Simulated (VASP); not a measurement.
Here is the system:

```yaml
crystal:
  lattice:
    - [-1.61452, 1.61452, 3.93445]
    - [1.61452, -1.61452, 3.93445]
    - [1.61452, 1.61452, -3.93445]
  atoms:
    - { symbol: Si, position: [0.66559, 0.66559, 0.00000] }
    - { symbol: Si, position: [0.33441, 0.33441, 0.00000] }
    - { symbol: W, position: [0.00000, 0.00000, 0.00000] }
```

All values below come from PBE GGA, VASP's PBE PAW potentials (set 64) (plane waves; VASP). Run with 480 eV cut-off, 12×12×12 Γ-centred mesh, first-order Methfessel-Paxton smearing of 0.10 eV, potentials Si W_sv.

Each relaxation starts from this cell; other phases were not tried.

Question: The cell is relaxed at 1 GPa. What happens?

Answer: The volume per atom goes from 13.67 to 13.61 Å³ (-0.4 %), and the cell becomes a = b = 3.2237 Å, c = 7.8604 Å, α = β = γ = 90.00°, space group I4/mmm.

Question: The cell is relaxed at 30 GPa. What happens?

Answer: The volume per atom goes from 13.67 to 12.27 Å³ (-10.3 %), and the cell becomes a = 3.106 Å, b = 3.106 Å, c = 7.631 Å, α = 90.00°, β = 90.00°, γ = 90.00°, space group I4/mmm.

Failed runs are left out, and for metals the shear rows, which the mesh's noise covers.

The compound is WSi2 in the MoSi2 type structure.
